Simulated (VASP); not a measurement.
All values below come from PBE GGA, VASP's PBE PAW potentials (set 64) (plane waves; VASP 6.6.1).

The input files of a VASP run:

**POSCAR**
```
AuZn
1.0
  3.1500000000   0.0000000000   0.0000000000
  0.0000000000   3.1500000000   0.0000000000
  0.0000000000   0.0000000000   3.1500000000
Zn Au
1 1
Cart
  1.5750000000   1.5750000000   1.5750000000
  0.0000000000   0.0000000000   0.0000000000
```

**KPOINTS**
```
Automatic mesh
0
Monkhorst-Pack
11 11 11
0 0 0
```

INCAR:
```
ALGO  =  Normal
EDIFF  =  1E-6
ENCUT  =  400
GGA  =  PE
ISIF  =  2
ISMEAR  =  1
LASPH  =  T
LCHARG  =  F
LMAXMIX  =  6
LREAL  =  F
LWAVE  =  F
NELM  =  100
PREC  =  Accurate
SIGMA  =  0.1
SYSTEM  =  AuZn
```

POTCAR, in this order: Zn Au (PBE.64 set). Program: vasp_std.

What VASP printed:

File OSZICAR:
```
       N       E                     dE             d eps       ncg     rms          rms(c)
DAV:   1     0.108125228069E+03    0.10813E+03   -0.10205E+04  1728   0.167E+03
DAV:   2    -0.205456666511E+01   -0.11018E+03   -0.10684E+03  1806   0.305E+02
DAV:   3    -0.516961259231E+01   -0.31150E+01   -0.31087E+01  2044   0.615E+01
DAV:   4    -0.518630641179E+01   -0.16694E-01   -0.16693E-01  1981   0.393E+00
DAV:   5    -0.518651842477E+01   -0.21201E-03   -0.21201E-03  2023   0.445E-01    0.853E+00
DAV:   6    -0.476665346295E+01    0.41986E+00   -0.14416E+00  1743   0.143E+01    0.542E+00
DAV:   7    -0.474057016242E+01    0.26083E-01   -0.34419E-02  2248   0.428E+00    0.287E+00
DAV:   8    -0.473224142431E+01    0.83287E-02   -0.99304E-03  1990   0.117E+00    0.146E-01
DAV:   9    -0.473226495642E+01   -0.23532E-04   -0.37524E-04  1908   0.248E-01    0.750E-02
DAV:  10    -0.473227607588E+01   -0.11119E-04   -0.43089E-05  2125   0.122E-01    0.172E-02
DAV:  11    -0.473227617723E+01   -0.10135E-06   -0.11187E-05  1890   0.863E-02    0.368E-03
DAV:  12    -0.473227612403E+01    0.53195E-07   -0.22685E-07   973   0.122E-02
   1 F= -.47322761E+01 E0= -.47322636E+01  d E =-.376959E-04
```

**OUTCAR**
```
------------------------ aborting loop because EDIFF is reached ----------------------------------------
  FORCE on cell =-STRESS in cart. coord.  units (eV):
  Direction    XX          YY          ZZ          XY          YZ          ZX
  --------------------------------------------------------------------------------------
  Total        0.8276366      0.8276366      0.8276366      0.0000000      0.0000000     -0.0000000
  in kB       42.4246838     42.4246838     42.4246838      0.0000000      0.0000000     -0.0000000
  external PRESSURE =      42.4246838 kB  Pullay stress =       0.0000000 kB
  volume of cell :       31.26
      direct lattice vectors                 reciprocal lattice vectors
     3.150000000  0.000000000  0.000000000     0.317460317  0.000000000  0.000000000
     0.000000000  3.150000000  0.000000000     0.000000000  0.317460317  0.000000000
     0.000000000  0.000000000  3.150000000     0.000000000  0.000000000  0.317460317
 POSITION                                       TOTAL-FORCE (eV/Angst)
 -----------------------------------------------------------------------------------
      1.57500      1.57500      1.57500         0.000000      0.000000      0.000000
      0.00000      0.00000      0.00000         0.000000      0.000000      0.000000
 -----------------------------------------------------------------------------------
    total drift:                                0.000000      0.000000     -0.000000
  FREE ENERGIE OF THE ION-ELECTRON SYSTEM (eV)
  ---------------------------------------------------
  free  energy   TOTEN  =        -4.7322761240 eV

  energy  without entropy=       -4.7322384282  energy(sigma->0) =       -4.73226356
```
(Selected blocks of OUTCAR.)

The compound is AuZn in the CsCl type structure. The cell was not relaxed at this level. The run is one of a series of settings (KPOINTS 11×11×11 Monkhorst-Pack mesh against the base run), some of them coarse on purpose. The electron count is odd and the run is not spin-polarised, which forces a metal.
